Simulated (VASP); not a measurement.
Set up this calculation in VASP 6.6.1, as the native input.

```
Task                   : relaxation of cell and atoms
Functional             : PBE
Potentials or basis    : VASP PAW PBE potentials, release 64 (Zr_sv, Ti_sv, N)
Cutoff                 : 600 eV
k mesh                 : 8 × 8 × 8
Occupations            : methfessel-paxton, width 0.1 eV
Spin                   : no spin polarisation
Further INCAR settings : ALGO = Normal; EDIFF = 1e-07; IBRION = 2; EDIFFG = -0.005; NSW = 90; ISIF = 3
```

The structure of ZrTi7N8 lies in POSCAR:

```
ZrTi7N8                                 
1.0
   -4.2998519316     -4.2998519316     -0.0000000000
    0.0000000000     -4.2998519316      4.2998519316
   -4.2998519316      0.0000000000      4.2998519316
  Zr              Ti              N             
     1     7     8
Direct
     0.5000000000000000    0.0000000000000000    0.0000000000000000
     0.0000000000000000    0.0000000000000000    0.0000000000000000
     0.5000000000000000    0.5000000000000000    0.0000000000000000
     0.0000000000000000    0.5000000000000000    0.0000000000000000
     0.5000000000000000    0.0000000000000000    0.5000000000000000
     0.0000000000000000    0.0000000000000000    0.5000000000000000
     0.5000000000000000    0.5000000000000000    0.5000000000000000
     0.0000000000000000    0.5000000000000000    0.5000000000000000
     0.7500000000000000    0.2500000000000000    0.2500000000000000
     0.2439736435750010    0.2560263564249989    0.2560263564249989
     0.7560263564249989    0.7439736435750011    0.2560263564249989
     0.2439736435750010    0.7439736435750011    0.2560263564249989
     0.7560263564249989    0.2560263564249989    0.7439736435750011
     0.2439736435750010    0.2560263564249989    0.7439736435750011
     0.7560263564249989    0.7439736435750011    0.7439736435750011
     0.2500000000000000    0.7500000000000000    0.7500000000000000
```

The cell was built by a generator and needn't be a form met in nature.

These files were run (other wordings do the same):

INCAR

```
ALGO = Normal
EDIFF = 1E-7
EDIFFG = -0.005
ENCUT = 600
GGA = PE
IBRION = 2
ISIF = 3
ISMEAR = 1
KPAR = 4
LASPH = True
LCHARG = False
LREAL = False
LWAVE = False
NELM = 80
NSW = 90
PREC = Accurate
SIGMA = 0.1
```

KPOINTS

```
k-points
0
Gamma
  8 8 8
```

Potentials or basis: VASP PAW PBE potentials, release 64 (Zr_sv, Ti_sv, N).

The run is started by

```sh
$ cat potpaw_PBE.64/Zr_sv/POTCAR potpaw_PBE.64/Ti_sv/POTCAR potpaw_PBE.64/N/POTCAR > POTCAR
$ mpirun -np 4 vasp_std > vasp.out
```

It gave:

- Pressure after relaxing: 0.0 GPa
- Band gap on the k mesh: none (metal or under the smearing width)

Caveat: the relaxation stopped at its first step, so nothing moved.

Run time: 2.8 min on 4 MPI ranks on Intel(R) Xeon(R) 6975P-C (Granite Rapids), with other jobs on the host, peak memory 0.57 GiB a rank.
